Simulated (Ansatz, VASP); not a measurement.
# Cross-check of Ge19H15 (Ge wire along [111], 38 atoms a period, H-terminated) between VASP and Ansatz, part 2 of 2

Wanted: the spread between two codes on one cell, functional and k mesh. The structure shown is the start of the Ansatz relaxation below; VASP solves that cell, so the two are compared at the walk's first step.

VASP 6.6.1 and Ansatz 0.2.0.

So far: Starting point; Ansatz: relaxation, PBE.

### Step 3. VASP: single point, PBE, start cell

Level of this step: PBE; plane waves and PAW (Ge_d, H) (VASP).

The same cell, functional, mesh and smearing now go to VASP, with its own data sets.

Lines of VASP's logs that name or quote its potential files are left out, and so is its time.

INCAR

```
SYSTEM = Ge19H15
PREC = Accurate
ENCUT = 410
EDIFF = 1E-06
NELM = 120
ISMEAR = -1
SIGMA = 0.05
LREAL = Auto
ALGO = Normal
GGA = PE
NBANDS = 328
LORBIT = 11
LWAVE = .FALSE.
LCHARG = .FALSE.
ISIF = 2
LASPH = .TRUE.
GGA_COMPAT = .FALSE.
EFERMI = MIDGAP
KPAR = 4
```

POSCAR

```
Ge19H15
1.0
   17.4930000000      0.0000000000      0.0000000000
    0.0000000000     19.1480000000      0.0000000000
    0.0000000000      0.0000000000     10.5536467797
Ge H
38 30
Direct
    0.2702862288      0.4989717464      0.0013447114
    0.3861064426      0.6822446470      0.0013453747
    0.5000000000      0.4999898162      0.9997535658
    0.6138935574      0.6822446470      0.0013453747
    0.2702862288      0.5010076248      0.2486552435
    0.3861064426      0.3177347242      0.2486545802
    0.3841780141      0.6812263944      0.2486566648
    0.5000000000      0.4999895550      0.2502463892
    0.6138935574      0.3177347242      0.2486545802
    0.6158219859      0.6812263944      0.2486566648
    0.7297137712      0.5010076248      0.2486552435
    0.2697684788      0.6214262064      0.3344032706
    0.3842877151      0.4389565490      0.3335024919
    0.5000000000      0.6220550449      0.3335045765
    0.5000000000      0.2571142156      0.3343976327
    0.6157122849      0.4389565490      0.3335024919
    0.7302315212      0.6214262064      0.3344032706
    0.2700610530      0.6212721433      0.5809934355
    0.3844939119      0.4390656988      0.5831331698
    0.5000000000      0.6218378943      0.5831357756
    0.5000000000      0.2574244568      0.5809887926
    0.6155060881      0.4390656988      0.5831331698
    0.7299389470      0.6212721433      0.5809934355
    0.2700610530      0.3787072279      0.6690065195
    0.3844939119      0.5609136724      0.6668667852
    0.5000000000      0.3781414769      0.6668641794
    0.5000000000      0.7425549144      0.6690111624
    0.6155060881      0.5609136724      0.6668667852
    0.7299389470      0.3787072279      0.6690065195
    0.2697684788      0.3785531648      0.9155966844
    0.3842877151      0.5610228222      0.9164974631
    0.5000000000      0.3779243263      0.9164953785
    0.5000000000      0.7428651556      0.9156023223
    0.6157122849      0.5610228222      0.9164974631
    0.7302315212      0.3785531648      0.9155966844
    0.3841780141      0.3187529768      0.0013432901
    0.6158219859      0.3187529768      0.0013432901
    0.7297137712      0.4989717464      0.0013447114
    0.1972769108      0.6596571966      0.2814598652
    0.5000000000      0.1806458638      0.2814499160
    0.8027230892      0.6596571966      0.2814598652
    0.1977615046      0.4622082724      0.3001669059
    0.3130611102      0.2797592960      0.3001688010
    0.3847003373      0.7580058231      0.3001718805
    0.6152996627      0.7580058231      0.3001718805
    0.6869388898      0.2797592960      0.3001688010
    0.8022384954      0.4622082724      0.3001669059
    0.1972023667      0.4154773867      0.6158346622
    0.2684892814      0.3026778776      0.6158324829
    0.4287133139      0.7818121997      0.6158342832
    0.5712866861      0.7818121997      0.6158342832
    0.7315107186      0.3026778776      0.6158324829
    0.8027976333      0.4154773867      0.6158346622
    0.1972023667      0.5845019845      0.6341652928
    0.2684892814      0.6973014936      0.6341674721
    0.4287133139      0.2181671715      0.6341656718
    0.5712866861      0.2181671715      0.6341656718
    0.7315107186      0.6973014936      0.6341674721
    0.8027976333      0.5845019845      0.6341652928
    0.1977615046      0.5377710988      0.9498330491
    0.3130611102      0.7202200752      0.9498311540
    0.3847003373      0.2419735481      0.9498280745
    0.6152996627      0.2419735481      0.9498280745
    0.6869388898      0.7202200752      0.9498311540
    0.8022384954      0.5377710988      0.9498330491
    0.1972769108      0.3403221746      0.9685400898
    0.5000000000      0.8193335074      0.9685500390
    0.8027230892      0.3403221746      0.9685400898
```

KPOINTS

```
Automatic mesh
0
Gamma
1 1 6
0 0 0
```

Potentials, in the order of the species: Ge_d and H (PBE family, release 64).

Command:

```console
mpirun -np 8 vasp_std
```

Numbers of over 12 decimals in the logs are rounded to 6 here.

Log:

```text
[banner, memory and clock lines left out]
running    8 mpi-ranks, on    1 nodes
[...]
|                                                                             |
|           W    W    AA    RRRRR   N    N  II  N    N   GGGG   !!!           |
|           W    W   A  A   R    R  NN   N  II  NN   N  G    G  !!!           |
|           W    W  A    A  R    R  N N  N  II  N N  N  G       !!!           |
|           W WW W  AAAAAA  RRRRR   N  N N  II  N  N N  G  GGG   !            |
|           WW  WW  A    A  R   R   N   NN  II  N   NN  G    G                |
|           W    W  A    A  R    R  N    N  II  N    N   GGGG   !!!           |
|                                                                             |
|     For optimal performance we recommend to set                             |
|       NCORE = 2 up to number-of-cores-per-socket                            |
|     NCORE specifies how many cores store one orbital (NPAR=cpu/NCORE).      |
|     This setting can greatly improve the performance of VASP for DFT.       |
|     The default, NCORE=1 might be grossly inefficient on modern             |
|     multi-core architectures or massively parallel machines. Do your        |
|     Unfortunately you need to use the default for GW and RPA                |
|     calculations (for HF NCORE is supported but not extensively tested      |
|     yet).                                                                   |
|                                                                             |

 LDA part: xc-table for (Slater+PW92), standard interpolation
 POSCAR, INCAR and KPOINTS ok, starting setup
[...]
entering main loop
       N       E                     dE             d eps       ncg     rms          rms(c)
DAV:   1     0.601241819304E+04    0.60124E+04   -0.24049E+05  2800   0.223E+03
DAV:   2     0.835475166742E+03   -0.51769E+04   -0.50493E+04  3472   0.528E+02
DAV:   3    -0.179369077810E+03   -0.10148E+04   -0.98840E+03  3672   0.217E+02
DAV:   4    -0.269790498793E+03   -0.90421E+02   -0.89687E+02  2984   0.696E+01
[...]
DAV:  24    -0.264922400432E+03   -0.10867E-04   -0.45274E-07  1856   0.569E-03    0.280E-04
DAV:  25    -0.264922403635E+03   -0.32023E-05   -0.33775E-07  1688   0.356E-03    0.291E-04
DAV:  26    -0.264922404190E+03   -0.55486E-06   -0.34175E-07  1760   0.572E-03
   1 F= -.26492240E+03 E0= -.26492240E+03  d E =-.177775E-05
```

OUTCAR, selected parts (step 3):

```text
 POSITION                                       TOTAL-FORCE (eV/Angst)
 -----------------------------------------------------------------------------------
      4.72812      9.55431      0.01419        -0.026053      0.032997      0.351371
      6.75416     13.06362      0.01420        -0.044116      0.005294      0.350243
      8.74650      9.57381     10.55105         0.000000     -0.000414      0.218159
     10.73884     13.06362      0.01420         0.044116      0.005294      0.350243
      4.72812      9.59329      2.62422        -0.026053     -0.032997     -0.351371
      6.75416      6.08398      2.62421        -0.044116     -0.005294     -0.350243
      6.72043     13.04412      2.62423         0.017040      0.038569     -0.351039
      8.74650      9.57380      2.64101         0.000000      0.000414     -0.218159
     10.73884      6.08398      2.62421         0.044116     -0.005294     -0.350243
     10.77257     13.04412      2.62423        -0.017040      0.038569     -0.351039
     12.76488      9.59329      2.62422         0.026053     -0.032997     -0.351371
      4.71906     11.89907      3.52917        -0.037032      0.021096      0.385999
      6.72235      8.40514      3.51967        -0.011752     -0.006845      0.243480
      8.74650     11.91111      3.51969         0.000000      0.013273      0.243156
[...]
-----------------------------------------------------------------------------------
    total drift:                                0.000000      0.000077     -0.000010

  FREE ENERGIE OF THE ION-ELECTRON SYSTEM (eV)
  ---------------------------------------------------
  free  energy   TOTEN  =      -264.9224041896 eV

  energy  without entropy=     -264.9224024118  energy(sigma->0) =     -264.92240330

[... 2 further parts left out ...]
```

### Step 4. Differences

Known differences besides the potentials themselves: the cutoff is 420 eV in Ansatz and 410 eV in VASP (PREC = Accurate, projectors in real space). Total energies have different zeros and are not compared.

Forces on 7 of the 68 atoms, those with the largest forces and the largest differences (eV/Å; atoms numbered as in POSCAR):

| atom | Ansatz x, y, z | VASP x, y, z |
| --- | --- | --- |
| Ge15 | 0.000, -0.028, 0.393 | 0.000, -0.043, 0.385 |
| Ge18 | -0.020, 0.011, -0.408 | -0.035, 0.020, -0.396 |
| Ge21 | 0.000, -0.023, -0.408 | 0.000, -0.041, -0.395 |
| Ge23 | 0.020, 0.011, -0.408 | 0.035, 0.020, -0.396 |
| Ge24 | -0.020, -0.011, 0.408 | -0.035, -0.020, 0.396 |
| Ge27 | 0.000, 0.023, 0.408 | 0.000, 0.041, 0.395 |
| Ge29 | 0.020, -0.011, 0.408 | 0.035, -0.020, 0.396 |

The forces differ by 9.8 meV/Å r.m.s., which is 6.1 % of the r.m.s. force of 0.161 eV/Å (both taken over all components).

### Step 5. Results

| Property | Result |
| --- | --- |
| r.m.s. force difference (single point, PBE, start cell) | 9.8 meV/Å |

In words: The r.m.s. force difference is 9.8 meV/Å (single point, PBE, start cell), within the 12 meV/Å picked in this series as the mark of a large difference. VASP runs on this material, other cells of it included, that failed, so that no pair exists: single point, PBE (timeout). Such differences can come from data sets, numerical settings and the points named under the comparisons, not from the functional's error against experiment.

[Lines on the potential files, build, host, timing and source positions are cut from VASP's logs without a mark.]

[Logs are printed without paths, hosts, clocks, repeated set-up lines and the standing remarks that a program may print on its own settings, such as how far it seeks lower states.]

[Hosts, paths, dates, database ids (printed as entryN), source tags and the programs' standing remarks are cut or masked in the printed files.]
